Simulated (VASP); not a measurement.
Data:

```
NiSb
1.0
    1.98700    -3.44158     0.00000
    1.98700     3.44158     0.00000
    0.00000     0.00000     5.17720
Ni Sb
2 2
Direct
  0.00000   0.00000   0.50000
  0.00000   0.00000   0.00000
  0.33333   0.66667   0.25000
  0.66667   0.33333   0.75000
```

Method: PW91 GGA, VASP's PBE PAW potentials (set 64) (plane waves; VASP 6.6.1). Settings: 520 eV cut-off, Gaussian smearing of 0.050 eV, potentials Ni Sb.

Q: Give the energies of bands 5 to 18 at the high-symmetry points, in eV from the Fermi level.

A: 
```json
[
 {"band": "5", "Γ": "-3.77", "M": "-3.36", "K": "-4.22", "A": "-3.03", "L": "-3.14", "H": "-4.93"},
 {"band": "6", "Γ": "-3.02", "M": "-3.07", "K": "-3.05", "A": "-3.03", "L": "-3.14", "H": "-4.93"},
 {"band": "7", "Γ": "-2.45", "M": "-3.03", "K": "-3.05", "A": "-2.69", "L": "-2.72", "H": "-2.64"},
 {"band": "8", "Γ": "-2.45", "M": "-3.02", "K": "-2.56", "A": "-2.69", "L": "-2.72", "H": "-2.64"},
 {"band": "9", "Γ": "-2.02", "M": "-2.77", "K": "-1.93", "A": "-2.00", "L": "-1.89", "H": "-1.97"},
 {"band": "10", "Γ": "-2.02", "M": "-2.06", "K": "-1.91", "A": "-2.00", "L": "-1.89", "H": "-1.97"},
 {"band": "11", "Γ": "-1.28", "M": "-2.00", "K": "-1.91", "A": "-2.00", "L": "-1.83", "H": "-1.91"},
 {"band": "12", "Γ": "-1.28", "M": "-1.78", "K": "-1.54", "A": "-2.00", "L": "-1.83", "H": "-1.91"},
 {"band": "13", "Γ": "-0.03", "M": "-1.52", "K": "-1.31", "A": "0.17", "L": "-1.73", "H": "-1.36"},
 {"band": "14", "Γ": "0.58", "M": "-1.34", "K": "-1.31", "A": "0.17", "L": "-1.73", "H": "-1.36"},
 {"band": "15", "Γ": "0.58", "M": "-1.27", "K": "-0.56", "A": "2.00", "L": "0.21", "H": "-1.23"},
 {"band": "16", "Γ": "2.40", "M": "-0.40", "K": "-0.56", "A": "2.00", "L": "0.21", "H": "-1.23"},
 {"band": "17", "Γ": "2.40", "M": "1.11", "K": "0.61", "A": "2.00", "L": "1.61", "H": "4.10"},
 {"band": "18", "Γ": "3.15", "M": "3.45", "K": "0.61", "A": "2.00", "L": "1.61", "H": "4.10"}
]
```

It has no gap at this level: it comes out as a metal or semimetal.

The compound is NiSb in the NiAs type structure. It was relaxed first. The run is not spin-polarised, so no magnetic state was tried.
